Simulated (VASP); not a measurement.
A convergence study with VASP on CeO₂ (fluorite): one setting is varied, all else stays as given below, so the limit is that of these other settings. Each run relaxes cell and ions from the cell shown.

```
CELL_PARAMETERS angstrom
      0.00000     2.70500     2.70500
      2.70500     0.00000     2.70500
      2.70500     2.70500     0.00000
ATOMIC_POSITIONS crystal
  Ce 0.00000 0.00000 0.00000
  O  0.25000 0.25000 0.25000
  O  0.75000 0.75000 0.75000
```

Calculation: PBEsol GGA, VASP's PBE PAW potentials (set 64) (plane waves; VASP). The tightest run used: 700 eV cut-off, 11×11×11 Γ-centred mesh, Gaussian smearing of 0.050 eV, potentials Ce O.

Gaps are read on the run's mesh, which can miss a band edge.

Q: The settings run are 2×2×2 mesh; 3×3×3 mesh; 4×4×4 mesh; 5×5×5 mesh; 7×7×7 mesh; 8×8×8 mesh; 9×9×9 mesh; 10×10×10 mesh; 11×11×11 mesh. From which on does the relaxed volume stay within 0.05 Å³/atom of the tightest run?

A: From 3×3×3 mesh on: it is off by 0.006 there and by no more than 0.05 in any finer run, while 2×2×2 mesh is off by 0.214.
```csv
setting,relaxed volume (Å³/atom),E (eV/atom),gap on the mesh (eV),irreducible k-points,difference judged (Å³/atom)
2×2×2 mesh,13.316,-9.1093,2.627,3,0.214
3×3×3 mesh,13.097,-9.1827,2.160,4,0.006
4×4×4 mesh,13.103,-9.1843,1.973,8,0.000
5×5×5 mesh,13.098,-9.1845,2.140,10,0.004
7×7×7 mesh,13.098,-9.1845,2.000,20,0.004
8×8×8 mesh,13.098,-9.1845,1.974,29,0.004
9×9×9 mesh,13.101,-9.1845,2.038,35,0.001
10×10×10 mesh,13.099,-9.1845,1.994,47,0.004
11×11×11 mesh,13.103,-9.1845,1.975,56,0.000
```

Left out are rungs that failed or repeat a setting and relaxations that didn't move; long series are thinned to 24 rows.

The compound is CeO2 in the fluorite structure. The run is not spin-polarised, so no magnetic state was tried.
